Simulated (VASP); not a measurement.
Set up this calculation in VASP 6.6.1, as the native input.

```yaml
Task: relaxation of cell and atoms
Functional: PBE
Potentials_or_basis: VASP PAW PBE potentials, release 64 (K_sv, C)
Cutoff: 600 eV
k_mesh: 3 × 3 × 4
Occupations: gaussian, width 0.1 eV
Spin: no spin polarisation
Dipole_correction: no
Further_INCAR_settings: ALGO = Fast; EDIFF = 1e-07; IBRION = 2; EDIFFG = -0.04; NSW = 90; ISIF = 3
```

The structure of K4C lies in POSCAR:

```
K4C
1.0
    6.0000102100      0.0000000000      0.0000000000
   -3.0000051100      5.1961612700      0.0000000000
    0.0000000000      0.0000000000      4.1265705900
K C
4 1
Direct
    0.5000000000      0.0000000000      0.5000000000
    0.0000000000      0.5000000000      0.5000000000
    0.5000000000      0.5000000000      0.5000000000
    0.0000000000      0.0000000000      0.5000000000
    0.0000000000      0.0000000000      0.0000000000
```

The cell was built by a generator and needn't be a form met in nature.

The cell isn't the ideal one: random cell by space group and Wyckoff sites (P6/mmm, No. 191).

One way to write it, as run:

INCAR

```
SYSTEM = K4C
ALGO     = Fast           ! electronic algorithm
EDIFF    = 1E-7           ! SCF threshold, eV
EDIFFG   = -0.04          ! ionic threshold
ENCUT    = 600            ! plane-wave cutoff, eV
GGA      = PE             ! functional
IBRION   = 2              ! ionic algorithm
ISIF     = 3              ! what is computed and relaxed
ISMEAR   = 0              ! smearing method
LASPH    = .TRUE.         ! aspherical terms in the spheres
LCHARG   = .FALSE.        ! write CHGCAR
LREAL    = .FALSE.        ! projectors in reciprocal space
LWAVE    = .FALSE.        ! write WAVECAR
NELM     = 100            ! most SCF steps
NSW      = 90             ! ionic steps
PREC     = Accurate       ! precision mode
SIGMA    = 0.1            ! smearing width, eV
```

KPOINTS

```
k-points
0
G
  3 3 4
  0 0 0
```

Potentials or basis: VASP PAW PBE potentials, release 64 (K_sv, C).

Launch:

```sh
$ cat potpaw_PBE.64/K_sv/POTCAR potpaw_PBE.64/C/POTCAR > POTCAR
$ mpirun -np 1 vasp_std > vasp.out
```

Results of the run:

- Relaxed volume: 55.99 Å³/atom
- Relaxed cell: a = 8.182 Å, b = 8.182 Å, c = 4.829 Å, α = 90.00°, β = 90.00°, γ = 120.00°
- Space group after relaxing (to 0.05 Å): P6/mmm (No. 191)
- Energy gained by relaxing: 750.2 meV/atom
- Ionic steps: 7
- Pressure after relaxing: 0.0 GPa
- Band gap on the k mesh: none (metal or under the smearing width)

Caveat: the k mesh is coarse (spacing up to 0.40 Å⁻¹), so the values aren't converged; the volume moved by over 15 % at a fixed basis, so the end points are rough.

Wall time 4.5 min on 1 thread of Intel(R) Xeon(R) 6975P-C (Granite Rapids), with other jobs on the host, peak memory 0.29 GiB.
